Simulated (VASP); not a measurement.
Given:

```yaml
crystal:
  lattice:
    - [0.00000, 4.36287, 4.36287]
    - [4.36287, 0.00000, 4.36287]
    - [4.36287, 4.36287, 0.00000]
  atoms:
    - { symbol: K, position: [0.25000, 0.25000, 0.25000] }
    - { symbol: K, position: [0.75000, 0.75000, 0.75000] }
    - { symbol: K, position: [0.50000, 0.50000, 0.50000] }
    - { symbol: Sn, position: [0.00000, 0.00000, 0.00000] }
```

Method: PBEsol GGA, VASP's PBE PAW potentials (set 64) (plane waves; VASP). Run with 400 eV cut-off, Gaussian smearing of 0.050 eV, potentials K_sv Sn_d.

The run has a spin-polarised start.

Q: Give the spin-up energies of bands 18 to 23 at the high-symmetry points, in eV from the Fermi level.

A: 
```
band      Γ      X      U      L      W
----  -----  -----  -----  -----  -----
18    -6.51  -6.22  -6.22  -6.26  -6.21
19    -0.21  -1.47  -1.25  -1.67  -1.05
20    -0.21  -0.36  -0.97  -0.34  -1.05
21    -0.21  -0.36  -0.36  -0.34  -0.64
22     0.25   0.76   1.19   1.69   1.36
23     2.25   1.41   2.18   2.63   2.69
```

Q: Give the spin-down energies of bands 18 to 23 at the high-symmetry points, in eV from the Fermi level.

A: 
| band | Γ | X | U | L | W |
|---|---|---|---|---|---|
| 18 | -6.08 | -5.78 | -5.78 | -5.83 | -5.77 |
| 19 | 0.23 | -1.14 | -0.91 | -1.37 | -0.70 |
| 20 | 0.23 | 0.07 | -0.64 | 0.09 | -0.70 |
| 21 | 0.23 | 0.07 | 0.07 | 0.09 | -0.29 |
| 22 | 0.34 | 0.86 | 1.31 | 1.82 | 1.55 |
| 23 | 2.41 | 1.53 | 2.36 | 2.78 | 2.84 |

It has no gap at this level: it comes out as a metal or semimetal.

The structure comes from a computed database's K3Sn entry (Fm-3m); how it stands against other phases isn't given here. It was relaxed first, which changed the volume by -5 %.
